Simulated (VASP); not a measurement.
Input:

```yaml
crystal:
  lattice:
    - [0.00000, 1.98792, 1.98792]
    - [1.98792, 0.00000, 1.98792]
    - [1.98792, 1.98792, 0.00000]
  atoms:
    - { symbol: Li, position: [0.00000, 0.00000, 0.00000] }
    - { symbol: H, position: [0.50000, 0.50000, 0.50000] }
```

Calculation: PBEsol GGA, VASP's PBE PAW potentials (set 64) (plane waves; VASP). Settings: PREC = Normal, EDIFF = 1E-5, 450 eV cut-off, 13×13×13 Γ-centred mesh, Gaussian smearing of 0.050 eV, potentials Li_sv H.

At this cut-off the stress carries a Pulay error, which pulls relaxed volumes low.

### Question
Give the stress tensor in GPa (positive for a compressed cell).

### Answer

```
-1.25   0.00   0.00
 0.00  -1.25   0.00
 0.00   0.00  -1.25
```
The pressure is its mean diagonal, -1.25 GPa.

The compound is LiH in the rock salt structure. It was relaxed first, which changed the volume by -7 %.
